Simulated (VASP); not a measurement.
Data:

```
CELL_PARAMETERS angstrom
      0.00000     2.53957     2.53957
      2.53957     0.00000     2.53957
      2.53957     2.53957     0.00000
ATOMIC_POSITIONS crystal
  Zr 0.00000 0.00000 0.00000
  O  0.25000 0.25000 0.25000
  O  0.75000 0.75000 0.75000
```

Method: vdW-DF-cx, VASP's PBE PAW potentials (set 64) (plane waves; VASP). Run with 520 eV cut-off, Gaussian smearing of 0.050 eV, potentials Zr_sv O.

### Question
Give the energies of bands 7 to 15 at the high-symmetry points, in eV from the valence-band maximum.

### Answer

| band | Γ | X | U | L | W |
|---|---|---|---|---|---|
| 7 | -5.28 | -6.00 | -5.38 | -4.26 | -4.81 |
| 8 | -5.28 | -3.17 | -3.65 | -4.26 | -4.70 |
| 9 | -5.28 | -3.17 | -3.10 | -2.57 | -2.40 |
| 10 | -0.54 | -1.52 | -2.23 | -2.48 | -2.40 |
| 11 | -0.54 | -1.52 | -1.22 | -1.65 | -1.38 |
| 12 | -0.54 | 0.00 | -0.34 | -1.65 | -0.21 |
| 13 | 3.35 | 3.78 | 4.02 | 4.00 | 4.44 |
| 14 | 3.35 | 4.76 | 4.76 | 4.00 | 4.60 |
| 15 | 6.53 | 5.92 | 6.24 | 6.17 | 6.36 |

The gap is indirect, 3.35 eV, from the valence maximum at X to the conduction minimum at Γ.

The compound is ZrO2 in the fluorite structure, the high-temperature cubic form, which is unstable at 0 K; the monoclinic form is the stable one. It was relaxed first.
